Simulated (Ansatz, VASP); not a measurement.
Mg3Zr: VASP beside Ansatz

```
Mg Zr
1.0
     4.98592    0.00000    0.00000
     2.49296    4.31794    0.00000
     2.49296    1.43931    4.07099
Mg Zr
3 1
Direct
  0.00000 0.00000 0.00000
  0.25000 0.25000 0.25000
  0.75000 0.75000 0.75000
  0.50000 0.50000 0.50000
```

The cell comes from a database or a generator and needn't be the stable form of this composition.

Alike in both runs: task single point; functional LDA; k mesh 5 × 5 × 5; collinear spin.

```csv
,VASP,Ansatz
version,VASP 6.6.1,Ansatz 0.2.0
potentials or method,"VASP PAW LDA potentials, release 64 (Mg, Zr_sv)","plane waves, PAW"
plane-wave cutoff (eV),520,490
occupations,"methfessel-paxton of order 1, width 0.05 eV","cold, width 0.05 eV"
valence electrons in the cell,18,42
```

|  | VASP | Ansatz | Ansatz less VASP |
| --- | --- | --- | --- |
| net moment per atom (μB) | 0.00 | 0.00 | 0.000 |

The two sets of potentials don't hold the same shells in valence. Ansatz warned: «no_starting_moments».
